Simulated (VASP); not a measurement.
Output of a VASP run:

**OSZICAR**
```
...
DAV:   8    -0.288192148997E+02    0.21827E+00   -0.29589E+00  1692   0.609E+01    0.386E+00
DAV:   9    -0.287391198098E+02    0.80095E-01   -0.12995E+00  1794   0.316E+01    0.169E+00
DAV:  10    -0.287219954510E+02    0.17124E-01   -0.14826E-01  1950   0.109E+01    0.646E-01
DAV:  11    -0.287226109329E+02   -0.61548E-03   -0.14575E-02  1324   0.104E+00    0.215E-01
DAV:  12    -0.287223722355E+02    0.23870E-03   -0.11270E-03  1838   0.105E+00    0.984E-02
DAV:  13    -0.287224260592E+02   -0.53824E-04   -0.35553E-04  1992   0.295E-01    0.510E-02
DAV:  14    -0.287224133691E+02    0.12690E-04   -0.60660E-05  1608   0.259E-01    0.282E-02
DAV:  15    -0.287224157736E+02   -0.24044E-05   -0.19678E-05  1856   0.789E-02    0.680E-03
DAV:  16    -0.287224155848E+02    0.18877E-06   -0.26464E-06   968   0.248E-02
   1 F= -.28722416E+02 E0= -.28710328E+02  d E =-.287224E+02  mag=     0.5755
       N       E                     dE             d eps       ncg     rms          rms(c)
DAV:   1    -0.447915710832E+02   -0.16069E+02   -0.18209E+02  1224   0.198E+02    0.362E+01
DAV:   2    -0.363235906258E+02    0.84680E+01   -0.14886E+02  1384   0.249E+02    0.170E+01
DAV:   3    -0.290912936932E+02    0.72323E+01   -0.27673E+01  1530   0.109E+02    0.562E+00
DAV:   4    -0.291528787717E+02   -0.61585E-01   -0.38250E+00  1958   0.624E+01    0.632E+00
DAV:   5    -0.288481183016E+02    0.30476E+00   -0.30694E+00  1744   0.397E+01    0.249E+00
DAV:   6    -0.287917931498E+02    0.56325E-01   -0.17652E-01  1584   0.539E+00    0.939E-01
DAV:   7    -0.287835077888E+02    0.82854E-02   -0.27245E-02  1666   0.444E+00    0.422E-01
DAV:   8    -0.287822039661E+02    0.13038E-02   -0.92253E-03  2092   0.165E+00    0.225E-01
DAV:   9    -0.287821840869E+02    0.19879E-04   -0.14811E-03  1558   0.361E-01    0.108E-01
DAV:  10    -0.287821525446E+02    0.31542E-04   -0.11993E-04  1772   0.244E-01    0.486E-02
DAV:  11    -0.287821488246E+02    0.37199E-05   -0.35378E-05  2106   0.149E-01    0.250E-02
DAV:  12    -0.287821538098E+02   -0.49852E-05   -0.16372E-05  1762   0.107E-01    0.163E-02
DAV:  13    -0.287821569368E+02   -0.31269E-05   -0.75740E-06  1290   0.482E-02    0.760E-03
DAV:  14    -0.287821576170E+02   -0.68028E-06   -0.12993E-06   666   0.305E-02
   2 F= -.28782158E+02 E0= -.28769544E+02  d E =-.597420E-01  mag=     0.4423
       N       E                     dE             d eps       ncg     rms          rms(c)
DAV:   1    -0.319374140861E+02   -0.31553E+01   -0.37006E+01  1200   0.102E+02    0.146E+01
DAV:   2    -0.307520676745E+02    0.11853E+01   -0.25045E+01  1230   0.832E+01    0.981E+00
DAV:   3    -0.292075305193E+02    0.15445E+01   -0.58762E+00  1612   0.670E+01    0.506E+00
DAV:   4    -0.289920578418E+02    0.21547E+00   -0.23789E+00  1610   0.411E+01    0.268E+00
DAV:   5    -0.289340534270E+02    0.58004E-01   -0.10719E-01  1906   0.811E+00    0.122E+00
DAV:   6    -0.289181095230E+02    0.15944E-01   -0.24731E-02  2260   0.485E+00    0.256E-01
DAV:   7    -0.289181615802E+02   -0.52057E-04   -0.53103E-03  1292   0.785E-01    0.118E-01
DAV:   8    -0.289183617823E+02   -0.20020E-03   -0.62266E-04  1820   0.485E-01    0.114E-01
DAV:   9    -0.289186349699E+02   -0.27319E-03   -0.55160E-04  1974   0.501E-01    0.533E-02
DAV:  10    -0.289186483787E+02   -0.13409E-04   -0.14232E-04  1832   0.358E-01    0.255E-02
DAV:  11    -0.289186558409E+02   -0.74622E-05   -0.35163E-05  1724   0.718E-02    0.117E-02
DAV:  12    -0.289186558181E+02    0.22813E-07   -0.38584E-06   844   0.431E-02
   3 F= -.28918656E+02 E0= -.28906304E+02  d E =-.196240E+00  mag=     0.5039
```

OUTCAR:
```
------------------------ aborting loop because EDIFF is reached ----------------------------------------
  FORCE on cell =-STRESS in cart. coord.  units (eV):
  Direction    XX          YY          ZZ          XY          YZ          ZX
  --------------------------------------------------------------------------------------
  Total       -0.0467635     -0.0467635     -0.0467635     -0.0000000     -0.0000000      0.0000000
  in kB       -1.4233470     -1.4233470     -1.4233470     -0.0000000     -0.0000000      0.0000000
  external PRESSURE =      -1.4233470 kB  Pullay stress =       0.0000000 kB
  volume of cell :       52.64
      direct lattice vectors                 reciprocal lattice vectors
     3.747735004  0.000000000 -0.000000000     0.266827830  0.000000000  0.000000000
    -0.000000000  3.747735004 -0.000000000    -0.000000000  0.266827830 -0.000000000
    -0.000000000  0.000000000  3.747735004     0.000000000  0.000000000  0.266827830
 POSITION                                       TOTAL-FORCE (eV/Angst)
 -----------------------------------------------------------------------------------
      0.00000      0.00000      0.00000         0.000000     -0.000000      0.000000
      1.87387      1.87387      1.87387         0.000000     -0.000000      0.000000
     -0.00000      1.87387      1.87387        -0.000000      0.000000      0.000000
      1.87387      1.87387     -0.00000         0.000000     -0.000000      0.000000
      1.87387      0.00000      1.87387         0.000000      0.000000      0.000000
 -----------------------------------------------------------------------------------
    total drift:                                0.000000      0.000000      0.000000
  FREE ENERGIE OF THE ION-ELECTRON SYSTEM (eV)
  ---------------------------------------------------
  free  energy   TOTEN  =       -28.9186558181 eV

  energy  without entropy=      -28.8939518261  energy(sigma->0) =      -28.90630382

 total charge

# of ion       s       p       d       tot
------------------------------------------
    1        0.390   0.306   9.222   9.918
    2        0.899   1.548   0.000   2.446
    3        0.461   0.591   8.422   9.474
    4        0.461   0.591   8.422   9.474
    5        0.461   0.591   8.422   9.474
--------------------------------------------------
tot          2.672   3.627  34.487  40.786

 magnetization (x)

# of ion       s       p       d       tot
------------------------------------------
    1       -0.002   0.004  -0.008  -0.006
    2        0.002   0.027   0.000   0.029
    3        0.007   0.006   0.142   0.155
    4        0.007   0.006   0.142   0.155
    5        0.007   0.006   0.142   0.155
--------------------------------------------------
tot          0.021   0.049   0.419   0.489

 reached required accuracy - stopping structural energy minimisation
```
(Selected blocks of OUTCAR.)

**POSCAR**
```
CuNi3C
1
    3.8473360000     0.0000000000     0.0000000000
    0.0000000000     3.8473360000     0.0000000000
    0.0000000000     0.0000000000     3.8473360000
Cu C Ni
1 1 3
Direct
  0.0000000000   0.0000000000   0.0000000000
  0.5000000000   0.5000000000   0.5000000000
  0.0000000000   0.5000000000   0.5000000000
  0.5000000000   0.5000000000   0.0000000000
  0.5000000000   0.0000000000   0.5000000000
```

Reconstruct the remaining input files.

One answer among several that fit: the input of the run itself, PBE GGA, plane waves, VASP's PBE PAW potentials (set 64).

File KPOINTS:
```
Automatic mesh
0
Gamma
5 5 5
0 0 0
```

**INCAR**
```
NSW = 50
SYSTEM = CuNi3C
EDIFFG = -0.01   # ionic stop
ENCUT = 400
LMAXMIX = 4   # l cut-off of mixed one-centre charges
LCHARG = F
IBRION = 2   # conjugate gradients
SIGMA = 0.1   # width (eV)
LORBIT = 11
ALGO = Normal   # blocked Davidson
PREC = Accurate
ISIF = 3   # ions, shape and volume
ISPIN = 2   # spin-polarised
GGA = PE
NELM = 100
LASPH = T   # aspherical one-centre terms
EDIFF = 1E-6   # SCF stop (eV)
LREAL = F   # projection in real space or not
MAGMOM = 0.0 0.0 2.0 2.0 2.0
LWAVE = F
ISMEAR = 0
```

POTCAR, in this order: Cu C Ni (PBE.64 set). Program: vasp_std.

At this cut-off the stress carries a Pulay error, which pulls relaxed volumes low. Energy and stress use the plane-wave basis of the starting cell.

The structure was generated: CuNi3C was put into an ordered model structure, which need not be its known phase. This run relaxes it. Symmetry was kept, so distortions that lower it aren't found. The k-mesh is coarse (spacing up to 0.34 per Å, 2π included), so the numbers may not be converged in it. The run is one of a series of settings (EDIFFG = -0.01, IBRION = 2, ISIF = 3, NSW = 50 against the base run), some of them coarse on purpose.
